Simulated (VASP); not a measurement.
Crystal: Nb.

```xyz
1
Lattice="-1.6350 1.6350 1.6350 1.6350 -1.6350 1.6350 1.6350 1.6350 -1.6350" Properties=species:S:1:pos:R:3 pbc="T T T"
Nb    0.0000    0.0000    0.0000
```

The cell was built by a generator and needn't be a form met in nature.

| Quantity | Value |
| --- | --- |
| Program | VASP 6.6.1 |
| Task | relaxation of cell and atoms |
| Functional | PBE |
| Potentials or basis | VASP PAW PBE potentials, release 64 (Nb_sv) |
| Cutoff | 600 eV |
| k mesh | 18 × 18 × 18 |
| Occupations | methfessel-paxton, width 0.1 eV |
| Spin | no spin polarisation |

At the start: pressure 6.4 GPa; volume 17.48 Å³/atom.

Task: How do energy, volume and symmetry change on relaxing?

Result: Over 4 steps the energy falls by 12.2 meV/atom and the volume is 18.11 Å³/atom (+3.6 %); space group Im-3m (No. 229, to 0.05 Å).

The path:
| step | energy change (eV) | largest force (eV/Å) | pressure (GPa) | volume (Å³) |
| --- | --- | --- | --- | --- |
| 1 | 0.0000 | 0.0000 | 6.38 | 17.48 |
| 2 | 0.0251 | 0.0000 | -9.56 | 19.30 |
| 3 | -0.0122 | 0.0000 | -0.14 | 18.13 |
| 4 | -0.0122 | 0.0000 | 0.01 | 18.11 |

Final structure:
```
Nb
1.0
    -1.65437    1.65437    1.65437
     1.65437   -1.65437    1.65437
     1.65437    1.65437   -1.65437
Nb
1
Direct
  0.00000 0.00000 0.00000
```
